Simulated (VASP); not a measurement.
Level of theory: r2SCAN meta-GGA, VASP's PBE PAW potentials (set 64) (plane waves; VASP 6.6.1).

Input for VASP

KPOINTS:
```
Automatic
0
gamma
 10 10 10
```

INCAR:
```
! general
SYSTEM   =  TiSi
PREC     =  Accurate
ENCUT    =  400
LREAL    =  F
LASPH    =  T

! electronic loop
EDIFF    =  1E-6
NELM     =  100
ALGO     =  Normal
LMAXMIX  =  4
LMIXTAU  =  T

! smearing
ISMEAR   =  1
SIGMA    =  0.1

! functional
METAGGA  =  R2SCAN

! ions
IBRION   =  2
NSW      =  60
ISIF     =  3
EDIFFG   =  -0.01

! output
LWAVE    =  F
LCHARG   =  F
```

File POSCAR:
```
TiSi
1.0
  0.0000000000   2.9268000000   2.9268000000
  2.9268000000   0.0000000000   2.9268000000
  2.9268000000   2.9268000000   0.0000000000
Ti Si
1 1
Cartesian
  0.0000000000   0.0000000000   0.0000000000
  2.9268000000   2.9268000000   2.9268000000
```

POTCAR, in this order: Ti_sv Si (PBE.64 set). Program: vasp_std.

Energy and stress use the plane-wave basis of the starting cell.

Q: What does the run give for the energy per atom (σ→0), volume per atom, band gap (on the k-mesh)?

A: 
| Item | Result |
|---|---|
| energy per atom (σ→0) | -11.334 eV/atom |
| band gap (on the k-mesh) | none (metal, semimetal or under 0.01 eV) |
| volume per atom | 16.49 Å³/atom |

OSZICAR:
```
...
DAV:   9    -0.226675777694E+02   -0.61470E-04   -0.86375E-04  1164   0.298E-01    0.239E-01
DAV:  10    -0.226673605336E+02    0.21724E-03   -0.18632E-04  1436   0.183E-01    0.129E-01
DAV:  11    -0.226672233650E+02    0.13717E-03   -0.23705E-04  1372   0.181E-01    0.112E-02
DAV:  12    -0.226671996081E+02    0.23757E-04   -0.24577E-05  1496   0.523E-02    0.681E-03
DAV:  13    -0.226672259034E+02   -0.26295E-04   -0.45400E-06  1128   0.338E-02    0.273E-03
DAV:  14    -0.226672135811E+02    0.12322E-04   -0.13365E-06   708   0.204E-02    0.155E-03
DAV:  15    -0.226672145465E+02   -0.96536E-06   -0.26220E-07   564   0.719E-03
   3 F= -.22667215E+02 E0= -.22667350E+02  d E =-.164604E+01
```

The structure was generated: TiSi was put into the rock salt type (Fm-3m), which need not be its known phase. This run relaxes it. Symmetry was kept, so distortions that lower it aren't found.
